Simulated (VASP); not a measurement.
Data:

```xyz
5
Lattice="3.9020 0.0000 0.0000 0.0000 3.9020 0.0000 0.0000 0.0000 3.9020" Properties=species:S:1:pos:R:3 pbc="T T T"
K      0.0000     0.0000     0.0000
Ta     1.9510     1.9510     1.9510
O      1.9510     0.0000     1.9510
O      0.0000     1.9510     1.9510
O      1.9510     1.9510     0.0000
```

All values below come from SCAN meta-GGA, VASP's PBE PAW potentials (set 64) (plane waves; VASP 6.6.1). Numerical set-up: 520 eV cut-off, 6×6×6 Γ-centred mesh, Gaussian smearing of 0.050 eV, potentials K_sv Ta_pv O.

Task: Give the stress tensor in GPa (positive for a compressed cell).

Result: 
```
15.21   0.00   0.00
 0.00  15.21   0.00
 0.00   0.00  15.21
```
The pressure is its mean diagonal, 15.21 GPa.

The compound is KTaO3 in the cubic perovskite structure. This cell is one point of a volume scan, at 0.94 of the reference volume.
